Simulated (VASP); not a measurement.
```yaml
crystal:
  lattice:
    - [4.01839, 0.00000, 0.00000]
    - [0.00000, 4.01839, 0.00000]
    - [0.00000, 0.00000, 4.01839]
  atoms:
    - { symbol: Ba, position: [0.00000, 0.00000, 0.00000] }
    - { symbol: Ti, position: [0.50000, 0.50000, 0.50000] }
    - { symbol: O, position: [0.50000, 0.00000, 0.50000] }
    - { symbol: O, position: [0.00000, 0.50000, 0.50000] }
    - { symbol: O, position: [0.50000, 0.50000, 0.00000] }
```

Computed with revPBE GGA, VASP's PBE PAW potentials (set 64) (plane waves; VASP). Run with 520 eV cut-off, 6×6×6 Γ-centred mesh, Gaussian smearing of 0.050 eV, potentials Ba_sv Ti_sv O.

Unless said otherwise, spin-orbit coupling is left out, though it shifts the bands of the heavy elements here.

Q: What does the run give for the energy per atom (σ→0), pressure, band gap (on the k-mesh) with the smallest direct gap where there is one?

A: 
```yaml
band gap (on the k-mesh): 1.75 eV
smallest direct gap (on the k-mesh): 1.90 eV
energy per atom (σ→0): -7.636 eV/atom
pressure: 4.91 GPa
```

Only differences to runs with the same potentials and settings are physical.

The compound is BaTiO3 in the cubic perovskite structure, the ideal cubic form; the compound distorts at low or room temperature. This cell is one point of a volume scan, at 0.97 of the reference volume.
